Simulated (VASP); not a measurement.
Consider the following.

```yaml
crystal:
  lattice:
    - [0.00000, 2.65120, 2.65120]
    - [2.65120, 0.00000, 2.65120]
    - [2.65120, 2.65120, 0.00000]
  atoms:
    - { symbol: Zn, position: [0.00000, 0.00000, 0.00000] }
    - { symbol: S, position: [0.25000, 0.25000, 0.25000] }
```

Level of theory: LDA (Ceperley-Alder, Perdew-Zunger), VASP's LDA PAW potentials (set 64) (plane waves; VASP). Settings: 520 eV cut-off, 9×9×9 Γ-centred mesh, Gaussian smearing of 0.050 eV, potentials Zn S.

### Question
Predict the energy per atom (σ→0), band gap (on the k-mesh) with the smallest direct gap where there is one.

### Answer

| Property | Value |
|---|---|
| band gap (on the k-mesh) | 2.15 eV |
| smallest direct gap (on the k-mesh) | 2.15 eV |
| energy per atom (σ→0) | -4.104 eV/atom |

The compound is ZnS in the zinc blende structure. It was relaxed first, which changed the volume by -6 %.
